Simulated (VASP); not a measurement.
Here is the system:

```
CELL_PARAMETERS angstrom
      0.00000     2.31853     2.31853
      2.31853     0.00000     2.31853
      2.31853     2.31853     0.00000
ATOMIC_POSITIONS crystal
  Li 0.25000 0.25000 0.25000
  Li 0.75000 0.75000 0.75000
  O  0.00000 0.00000 0.00000
```

Computed with vdW-DF-cx, VASP's PBE PAW potentials (set 64) (plane waves; VASP). Run with 520 eV cut-off, Gaussian smearing of 0.050 eV, potentials Li_sv O.

Give the energies of bands 4 to 8 at the high-symmetry points, in eV from the valence-band maximum.

```
band      Γ      X      U      L      W
----  -----  -----  -----  -----  -----
4      0.00  -1.57  -1.98  -2.73  -1.78
5      0.00  -1.35  -1.48  -0.43  -1.46
6      0.00  -1.35  -1.06  -0.43  -1.46
7      5.26   4.97   6.53   9.15   7.12
8     12.15  13.62  11.67   9.89  10.52
```

The gap is indirect, 4.97 eV, from the valence maximum at Γ to the conduction minimum at X.

Measured: gap 8.00 eV (computed value off by -3.03 eV), as given by Das et al., (2018), arXiv:1807.05623.

The compound is Li2O in the antifluorite structure. It was relaxed first.
